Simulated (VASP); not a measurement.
```
CELL_PARAMETERS angstrom
      3.20924    -1.81311    -0.10499
      3.20924     1.81311    -0.10499
      2.28307     0.00000     2.89572
ATOMIC_POSITIONS crystal
  As 0.23725 0.23725 0.23725
  As 0.76275 0.76275 0.76275
```

Method: r2SCAN meta-GGA, VASP's PBE PAW potentials (set 64) (plane waves; VASP). Numerical set-up: 500 eV cut-off, 12×12×12 Γ-centred mesh, first-order Methfessel-Paxton smearing of 0.10 eV, potentials As.

**Question.** Predict the energy per atom (σ→0), pressure, band gap (on the k-mesh) with the smallest direct gap where there is one.

**Answer.** 
```
Property                                                    Result
------------------------  ----------------------------------------
band gap (on the k-mesh)  none (metal, semimetal or under 0.01 eV)
energy per atom (σ→0)                              -14.461 eV/atom
pressure                                                 19.93 GPa
```

Only differences to runs with the same potentials and settings are physical.

The compound is As in the a7 structure. It was relaxed first under an external pressure of 20 GPa.
